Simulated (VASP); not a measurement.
# Band gap of diamond and zinc-blende semiconductors: measurement against PBE0

Computed values from VASP (plane waves, PAW); cells keep the symmetry of their structure type. No spin-orbit coupling. Gaps are read over the mesh and further points in PBE's cells.

Here x stands for PBE0 gap and y for measured gap.

```csv
solid,PBE0 gap (eV),measured gap (eV),cut-off (eV),basis of the measured value
GaAs,1.58,1.57,520,"low temperature, zero-point corrected"
InP,1.80,?,520,"low temperature, zero-point corrected"
Si,1.84,1.23,520,"low temperature, zero-point corrected"
CdTe,1.92,1.63,520,"unstated, zero-point corrected"
SiC,2.96,2.53,520,"low temperature, zero-point corrected"
ZnS,3.88,3.94,520,"low temperature, zero-point corrected"
```

**Question.** Fit y against x with a straight line, and predict the withheld value at x = 1.80.

**Answer.** With u = x - 2.4, the rows have u = -0.8200, -0.5600, -0.4800, 0.5600, 1.4800. Means: u 0.036000, y 2.180. About the means, the sum of products is 4.0970 and the sum of squares of u is 3.7139; the slope is their ratio. Least squares gives y = 2.140 + 1.1031·u. Residuals (row less fit): 0.335, -0.292, 0.019, -0.228, 0.167; standard error 0.304 (degrees of freedom: 3). The slope is 1.10 with a standard error of 0.16. Before the fit, PBE0 less measured has mean 0.256, mean absolute 0.280 and median absolute 0.290 eV over these 5 rows. At the withheld row, u = -0.6000, so y = 2.140 + 1.1031 × (-0.6000) = 1.478 eV. The measured value is 1.47 eV, 0.008 eV below the prediction (0.3 % of the range of y in the table). The row lies between fitted rows. From the scatter of the fitted rows alone, a prediction at this place has a standard error of 0.348 eV, so the miss is 0.0 times that.

Plain PBE0 misses this row by 0.33 eV. Spin-orbit coupling is left out, which can shift this property for GaAs, InP, CdTe. The rows are a random draw of 6 from the 6 solids that have both values on this basis (zero-point corrected by the source), of 15 computed in this series. Not drawn: V to Ni and open 4f shells, rows kept for tests, unfit runs, cells that left their space group, values derived or compiled from fits, values whose temperature is given only as extrapolated, encyclopaedia, home-page and unnamed sources, sources from 2025 on, runs on another kind of cell. Optical and fundamental gaps aren't told apart in the measured column. Measured values as quoted by these papers, many of them computational: GaAs Wei Chen et al., Physical Review Materials (2018), doi:10.1103/physrevmaterials.2.073803; InP Wei Chen et al., Physical Review Materials (2018), doi:10.1103/physrevmaterials.2.073803; Si Wei Chen et al., Physical Review Materials (2018), doi:10.1103/physrevmaterials.2.073803; CdTe Anna Miglio et al., npj Computational Materials (2020), arXiv:2011.12765; SiC Wei Chen et al., Physical Review Materials (2018), doi:10.1103/physrevmaterials.2.073803; ZnS Wei Chen et al., Physical Review Materials (2018), doi:10.1103/physrevmaterials.2.073803.
